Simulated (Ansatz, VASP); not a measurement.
# Two plane-wave programs on BaTaCuO5

The input INCAR:

```
SYSTEM = BaTaCuO5
  PREC = Accurate
  ENCUT = 520
  EDIFF = 1E-7
  ISMEAR = -1
  SIGMA = 0.05
  LREAL = .FALSE.
  LASPH = .TRUE.
  NELM = 80
  ALGO = Normal
  ISIF = 2
  LWAVE = .FALSE.
  LCHARG = .FALSE.
  GGA = PE
  NBANDS = 41
```

The input KPOINTS:

```
Automatic mesh
0
G
  7 7 3
  0 0 0
```

POSCAR

```
BaTaCuO5
1.0
    3.7539052495      0.0000000000      0.0000000000
    0.0000000000      3.7539052495      0.0000000000
    0.0000000000      0.0000000000      9.0488813163
Ta Ba Cu O
1 1 1 5
Direct
    0.0000000000      0.0000000000      0.7083950000
    0.5000000000      0.5000000000      0.0293030000
    0.0000000000      0.0000000000      0.2753060000
    0.0000000000      0.0000000000      0.9122970000
    0.0000000000      0.5000000000      0.2356750000
    0.5000000000      0.0000000000      0.2356750000
    0.0000000000      0.5000000000      0.6636100000
    0.5000000000      0.0000000000      0.6636100000
```

File input.yaml:

```yaml
crystal:
  lattice:
    - [3.7539052495, 0.0, 0.0]
    - [0.0, 3.7539052495, 0.0]
    - [0.0, 0.0, 9.0488813163]
  atoms:
    - { symbol: Ta, position: [0.0, 0.0, 0.708395] }
    - { symbol: Ba, position: [0.5, 0.5, 0.029303] }
    - { symbol: Cu, position: [0.0, 0.0, 0.275306] }
    - { symbol: O, position: [0.0, 0.0, 0.912297] }
    - { symbol: O, position: [0.0, 0.5, 0.235675] }
    - { symbol: O, position: [0.5, 0.0, 0.235675] }
    - { symbol: O, position: [0.0, 0.5, 0.66361] }
    - { symbol: O, position: [0.5, 0.0, 0.66361] }
hamiltonian:
  xc: pbe
  pseudopotentials: { kind: paw }
kpoints:
  mp_grid: { grid: [7, 7, 3] }
scf:
  occupations: { method: fermi_dirac, width: 0.05 }
output:
  forces: true
  stress: true
  eigenvalues: true
```

Change from the starting cell: volume scaled by 0.96.

Alike in both runs: task single point; functional PBE; k mesh 7 × 7 × 3; occupations fermi-dirac, width 0.05 eV; no spin polarisation.

|  | VASP | Ansatz |
| --- | --- | --- |
| version | VASP 6.6.1 | Ansatz 0.2.0 |
| potentials or method | VASP PAW PBE potentials, release 64 (Ta_pv, Ba_sv, Cu, O) | Ansatz PAW |
| plane-wave cutoff (eV) | 520 | 420 |
| valence electrons in the cell | 62 | 72 |

```csv
,VASP,Ansatz,Ansatz less VASP
gap on the k mesh at the Fermi level (eV),none,none,-
pressure (GPa),5.4,4.0,-1.33
largest component of the traceless stress (GPa),1.73,1.54,-0.194
rms of the force components (eV/Å),0.187,0.150,-0.0374
```

Atom by atom the forces differ by 0.070 eV/Å (rms over components). A gap of «none» marks a metal or a gap that the smearing closes. The two sets of potentials don't hold the same shells in valence.

Caveats: the run has no spin polarisation, though such a crystal can be magnetic; semilocal functionals often make such compounds metallic where correlation or magnetic order opens a gap, which also shifts bond lengths; the pressure holds a Pulay correction of +0.5 GPa for the finite cutoff (Ansatz). The runs have no spin-orbit coupling, so splittings on Ba, Ta are missing.
